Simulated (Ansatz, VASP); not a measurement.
## Cross-check of WC between VASP and Ansatz

One calculation is typed for both programs; each brings its own data sets. How far apart do they land? The cell is taken from a series of runs on this material, whose earlier steps may have relaxed, scaled, displaced or heated it; both programs get it as it stands.

Program: Ansatz 0.2.0. Level of theory: plane waves, with VASP 6.6.1 beside it; relaxation of cell and atoms at PBEsol. Results are calculated unless marked as measured.

## 1. Set-up

It takes space group Ibam (No. 72, orthorhombic). The conventional cell has a = 4.346 Å, b = 8.691 Å, c = 4.346 Å, α = 90.00°, β = 90.00°, γ = 90.00°. Nearest to W lie 6 C at 2.16 to 2.18 Å. Nearest to C lie 6 W at 2.16 to 2.18 Å. Farther neighbours are not listed.

## 2. VASP: relaxation of cell and atoms, PBEsol

The relaxed volume is the usual yardstick between codes: in a stiff, nearly cubic crystal its relative difference is about their pressure difference at one cell divided by the bulk modulus.

Lines of VASP's logs that name or quote its potential files are left out, and so is its time.

INCAR reads:

```
SYSTEM = WC
PREC = Accurate
ENCUT = 600
EDIFF = 1E-07
NELM = 120
ISMEAR = 1
SIGMA = 0.2
LREAL = .FALSE.
ALGO = Normal
GGA = PS
NBANDS = 28
LASPH = .TRUE.
LORBIT = 11
LWAVE = .FALSE.
LCHARG = .FALSE.
ISIF = 3
IBRION = 2
NSW = 80
EDIFFG = -0.005
GGA_COMPAT = .FALSE.
NELMIN = 4
KPAR = 2
```

POSCAR reads:

```
WC
1.0
    0.0000000000      0.0000000000     -4.3455660000
    4.3455660000      0.0000000000      0.0000000000
    2.1727830000     -4.3455660000     -2.1727830000
W C
4 4
Direct
    0.5184095697      0.5000000000      0.0000000000
    0.9815904303      0.0000000000      0.0000000000
    0.2684095697      0.7500000000      0.5000000000
    0.7315904303      0.2500000000      0.5000000000
    0.4834711405      0.0000000000      0.0000000000
    0.0165288595      0.5000000000      0.0000000000
    0.2334711405      0.2500000000      0.5000000000
    0.7665288595      0.7500000000      0.5000000000
```

KPOINTS reads:

```
Automatic mesh
0
Gamma
10 10 10
0 0 0
```

PAW data sets: W and C (PBE family, release 64).

Run with:

```bash
$ mpirun -np 2 vasp_std
```

Numbers of over 12 decimals in the logs are rounded to 6 here.

What it wrote:

```text
[banner, memory and clock lines left out]
running    2 mpi-ranks, on    1 nodes
 distrk:  each k-point on    1 cores,    2 groups
 distr:  one band on    1 cores,    1 groups

 POSCAR found type information on POSCAR W C
 POSCAR found :  2 types and       8 ions
|                                                                             |
|               ----> ADVICE to this user running VASP <----                  |
|                                                                             |
|     You enforced a specific xc type in the INCAR file but a different       |
|     [... a line on the potential file left out ...]
|     I HOPE YOU KNOW WHAT YOU ARE DOING!                                     |
|                                                                             |

 LDA part: xc-table for (Slater+PW92), standard interpolation
 POSCAR, INCAR and KPOINTS ok, starting setup
 FFT: planning ... GRIDC
 FFT: planning ... GRID_SOFT
 FFT: planning ... GRID
 WAVECAR not read
 entering main loop
       N       E                     dE             d eps       ncg     rms          rms(c)
DAV:   1     0.194480313292E+03    0.19448E+03   -0.20670E+04  9584   0.149E+03
DAV:   2    -0.786271808615E+02   -0.27311E+03   -0.26301E+03 11272   0.373E+02
DAV:   3    -0.104776002798E+03   -0.26149E+02   -0.25258E+02 13648   0.849E+01
DAV:   4    -0.105630475194E+03   -0.85447E+00   -0.83989E+00 13108   0.164E+01
DAV:   5    -0.105650685310E+03   -0.20210E-01   -0.20120E-01 13068   0.239E+00    0.694E+01
DAV:   6    -0.927885239823E+02    0.12862E+02   -0.71128E+01 12700   0.380E+01    0.243E+01
DAV:   7    -0.924082478700E+02    0.38028E+00   -0.31665E+00 12612   0.106E+01    0.153E+01
DAV:   8    -0.922984832119E+02    0.10976E+00   -0.37617E-01 11440   0.335E+00    0.142E+00
DAV:   9    -0.922829658737E+02    0.15517E-01   -0.11286E-01 13388   0.156E+00    0.471E-01
DAV:  10    -0.922817741299E+02    0.11917E-02   -0.87981E-03 12552   0.559E-01    0.865E-02
DAV:  11    -0.922817635449E+02    0.10585E-04   -0.28456E-04 13200   0.103E-01    0.149E-02
DAV:  12    -0.922817629119E+02    0.63292E-06   -0.19558E-05 13356   0.237E-02    0.853E-03
DAV:  13    -0.922817612247E+02    0.16872E-05   -0.13496E-05 13872   0.163E-02    0.318E-03
DAV:  14    -0.922817611857E+02    0.38987E-07   -0.61591E-07 11796   0.486E-03
   1 F= -.92281761E+02 E0= -.92283211E+02  d E =-.922818E+02
[... from here on, the cycles between the ionic steps are left out ...]
   2 F= -.92302528E+02 E0= -.92303515E+02  d E =-.207666E-01
   3 F= -.92315215E+02 E0= -.92316587E+02  d E =-.334539E-01
  36 F= -.92432325E+02 E0= -.92433109E+02  d E =-.699499E-02
  37 F= -.92433431E+02 E0= -.92434247E+02  d E =-.110552E-02
  38 F= -.92435754E+02 E0= -.92436714E+02  d E =-.342914E-02
  39 F= -.92436098E+02 E0= -.92437453E+02  d E =-.377270E-02
  40 F= -.92436647E+02 E0= -.92437827E+02  d E =-.432195E-02
  41 F= -.92437942E+02 E0= -.92439236E+02  d E =-.129542E-02
  42 F= -.92438647E+02 E0= -.92440082E+02  d E =-.199950E-02
  43 F= -.92439690E+02 E0= -.92441182E+02  d E =-.104365E-02
  44 F= -.92439947E+02 E0= -.92441470E+02  d E =-.130089E-02
  45 F= -.92440020E+02 E0= -.92441549E+02  d E =-.724988E-04
 trial-energy change:   -0.000072  1 .order   -0.000079   -0.000317    0.000159
 step:   0.3120(harm=  0.3212)  dis= 0.00032  next Energy=   -92.440048 (dE=-0.101E-03)
 bond charge predicted
       N       E                     dE             d eps       ncg     rms          rms(c)
DAV:   1    -0.924400601477E+02   -0.40152E-04   -0.13372E-03  9600   0.210E-01    0.618E-02
DAV:   2    -0.924400514254E+02    0.87223E-05   -0.25382E-05 13580   0.321E-02    0.386E-02
DAV:   3    -0.924400487279E+02    0.26975E-05   -0.13348E-05 11308   0.189E-02    0.561E-03
DAV:   4    -0.924400484972E+02    0.23064E-06   -0.99034E-07 12128   0.623E-03    0.127E-03
DAV:   5    -0.924400485991E+02   -0.10191E-06   -0.26740E-08  5852   0.983E-04    0.473E-04
DAV:   6    -0.924400486198E+02   -0.20638E-07   -0.62420E-09  5364   0.485E-04
  46 F= -.92440049E+02 E0= -.92441575E+02  d E =-.101174E-03
 curvature:  -0.18 expect dE=-0.470E-05 dE for cont linesearch -0.798E-07
 trial: gam= 0.02268 g(F)=  0.780E-05 g(S)=  0.187E-04 ort = 0.181E-04 (trialstep = 0.448E+00)
 search vector abs. value=  0.277E-04
 reached required accuracy - stopping structural energy minimisation
```

OUTCAR, selected parts (step 2):

```text
ion  position               nearest neighbor table
   1  0.518  0.500  0.000-   6 2.16   8 2.17   7 2.18   5 2.18   5 2.18   6 2.18   2 2.96   2 2.96
                             4 2.96   3 3.07   3 3.07   3 3.07   3 3.07   4 3.08   4 3.08   4 3.19
   2  0.982  0.000  0.000-   5 2.16   7 2.17   8 2.18   6 2.18   6 2.18   5 2.18   1 2.96   1 2.96
                             3 2.96   4 3.07   4 3.07   4 3.07   4 3.07   3 3.08   3 3.08   3 3.19
   3  0.268  0.750  0.500-   8 2.16   6 2.17   7 2.18   5 2.18   7 2.18   8 2.18   4 2.96   2 2.96
                             4 2.96   1 3.07   1 3.07   1 3.07   1 3.07   2 3.08   2 3.08   4 3.19
   4  0.732  0.250  0.500-   7 2.16   5 2.17   8 2.18   6 2.18   8 2.18   7 2.18   3 2.96   3 2.96
                             1 2.96   2 3.07   2 3.07   2 3.07   2 3.07   1 3.08   1 3.08   3 3.19
   5  0.483  0.000  0.000-   2 2.16   4 2.17   3 2.18   1 2.18   1 2.18   2 2.18
   6  0.017  0.500  0.000-   1 2.16   3 2.17   4 2.18   2 2.18   2 2.18   1 2.18
   7  0.233  0.250  0.500-   4 2.16   2 2.17   3 2.18   1 2.18   3 2.18   4 2.18
   8  0.767  0.750  0.500-   3 2.16   1 2.17   4 2.18   2 2.18   4 2.18   3 2.18

  LATTYP: Found a body centered tetragonal cell.
 ALAT       =     4.3455660000
 C/A-ratio  =     2.0000000000

 Subroutine GETGRP returns: Found  8 space group operations
 (whereof  2 operations were pure point group operations)

The static configuration has the point symmetry C_1h.
 The point group associated with its full space group is D_2h.

 Found    171 irreducible k-points:

   k-points           NKPTS =    171   k-points in BZ     NKDIM =    171   number of bands    NBANDS=     28

   dimension x,y,z NGX =    36 NGY =   36 NGZ =   48
   dimension x,y,z NGXF=    72 NGYF=   72 NGZF=   96

   ENCUT  =  600.0 eV  44.10 Ry    6.64 a.u.   8.68  8.68 10.63*2*pi/ulx,y,z

   NELECT =      40.0000    total number of electrons

 k-points in reciprocal lattice and weights: Automatic mesh
   0.00000000  0.00000000  0.00000000       0.001
   0.10000000  0.00000000  0.00000000       0.004
   0.00000000 -0.10000000 -0.10000000       0.004
   0.20000000  0.00000000  0.00000000       0.004
   0.00000000 -0.20000000 -0.20000000       0.004
   0.30000000  0.00000000  0.00000000       0.004
   0.00000000 -0.30000000 -0.30000000       0.004
   0.40000000  0.00000000  0.00000000       0.004
   0.00000000 -0.40000000 -0.40000000       0.004
[...]
-0.10000000 -0.10000000  0.40000000       0.004
   0.00000000  0.00000000  0.50000000       0.001

 average (electrostatic) potential at core
       1 -36.8720       2 -36.8720       3 -36.8720       4 -36.8720       5 -46.0056
       6 -46.0055       7 -46.0055       8 -46.0056

 E-fermi :   9.4832

 k-point     1 :       0.0000    0.0000    0.0000
  band No.  band energies     occupation
    ...
     20       8.6552      2.00000
     21       8.7689      2.00001
     22       8.7883      2.00001
     23       9.0797      2.01511
     24       9.4162      1.53321
     25      10.7090     -0.00000
     26      11.9777     -0.00000
     27      12.0634     -0.00000
     28      12.3777     -0.00000

 k-point     2 :       0.1000    0.0000    0.0000
  band No.  band energies     occupation
    ...
     18       7.5781      2.00000
     19       8.2305      2.00000
     20       8.6961      2.00000
     21       8.7898      2.00001
     22       8.7921      2.00001
     23       9.7276     -0.07091
     24      10.3267     -0.00000
     25      11.1334     -0.00000
     26      11.7123     -0.00000
     27      11.8162     -0.00000
    ...

 k-point     3 :       0.0000   -0.1000   -0.1000
  band No.  band energies     occupation
    ...
     18       7.7826      2.00000
     19       8.4557      2.00000
     20       8.6043      2.00000
     21       8.6334      2.00000
     22       8.9502      2.00107
     23       9.6232      0.08009
     24      10.3065     -0.00000
     25      11.0884     -0.00000
     26      11.6597     -0.00000
     27      11.7082     -0.00000
    ...

  Total       -0.0394199     -0.0356874      0.0166620      0.0000000     -0.0000000     -0.0000000
  in kB       -0.7674983     -0.6948271      0.3244056      0.0000000     -0.0000000     -0.0000000
  external PRESSURE =      -0.3793066 kB  Pullay stress =       0.0000000 kB

  energy-cutoff  :      600.00
  volume of cell :       82.29
      direct lattice vectors                 reciprocal lattice vectors
     0.000000000  0.000000000 -4.370990882     0.000000000  0.113846068 -0.228781077
     4.286638457 -0.000000000  0.000000000     0.233283028  0.113846068  0.000000000
     2.143319229 -4.391895191 -2.185495441     0.000000000 -0.227692137 -0.000000000

 POSITION                                       TOTAL-FORCE (eV/Angst)
 -----------------------------------------------------------------------------------
      2.14332     -0.10632     -2.28384         0.000000      0.003029      0.002627
      4.28664     -0.10632     -4.27264         0.000000      0.003029     -0.002627
      4.28664     -2.08963     -2.28384         0.000000     -0.003029      0.002627
      2.14332     -2.08963     -4.27264         0.000000     -0.003029     -0.002627
      2.14332     -4.30527     -4.29805         0.000000     -0.001543     -0.004688
      4.28664     -4.30527     -2.25844         0.000000     -0.001543      0.004688
      2.14332     -2.28257     -2.11255         0.000000      0.001543     -0.004688
      4.28664     -2.28257     -4.44393         0.000000      0.001543      0.004688
 -----------------------------------------------------------------------------------
    total drift:                                0.000000     -0.000000     -0.000000

  FREE ENERGIE OF THE ION-ELECTRON SYSTEM (eV)
  ---------------------------------------------------
  free  energy   TOTEN  =       -92.4400486198 eV

  energy  without entropy=      -92.4446288644  energy(sigma->0) =      -92.44157537

 reached required accuracy - stopping structural energy minimisation

 total charge
# of ion       s       p       d       tot
------------------------------------------
    1        0.584   0.814   4.392   5.789
    2        0.584   0.814   4.392   5.789
    3        0.584   0.814   4.392   5.789
    4        0.584   0.814   4.392   5.789
    5        0.853   1.580   0.000   2.434
    6        0.853   1.580   0.000   2.434
    7        0.853   1.580   0.000   2.434
    8        0.853   1.580   0.000   2.434
--------------------------------------------------
tot          5.748   9.576  17.566  32.891

[... 3 further parts left out ...]
```

CONTCAR:

```
WC
   1.00000000000000
     0.0000000000000000    0.0000000000000002   -4.3709908820448033
     4.2866384570203584   -0.0000000000000000    0.0000000000000000
     2.1433192285101792   -4.3918951913001081   -2.1854954410224017
  W               C
     4     4
Direct
     0.5103960860943673    0.4878957873096449    0.0242084253807096
     0.9653954885249230    0.9878957873096456    0.0242084253807096
     0.2846045114750769    0.7621042126903546    0.4757915746192903
     0.7396039139056327    0.2621042126903550    0.4757915746192903
     0.4931744850635398    0.0098620984739136    0.9802758030521727
     0.0265497118842875    0.5098620984739139    0.9802758030521727
     0.2234502881157125    0.2401379015260864    0.5197241969478273
     0.7568255149364601    0.7401379015260861    0.5197241969478273
```

The data set W keeps the semicore shell frozen, which is cheaper and a little less accurate. The run keeps the 8 symmetry operations of its start, so it cannot find a distortion of lower symmetry.

[end of part 1 of 2]

[Lines on the potential files, build, host, timing and source positions are cut from VASP's logs without a mark.]

[Logs are printed without paths, hosts, clocks, repeated set-up lines and the standing remarks that a program may print on its own settings, such as how far it seeks lower states.]

[Hosts, paths, dates, database ids (printed as entryN), source tags and the programs' standing remarks are cut or masked in the printed files.]
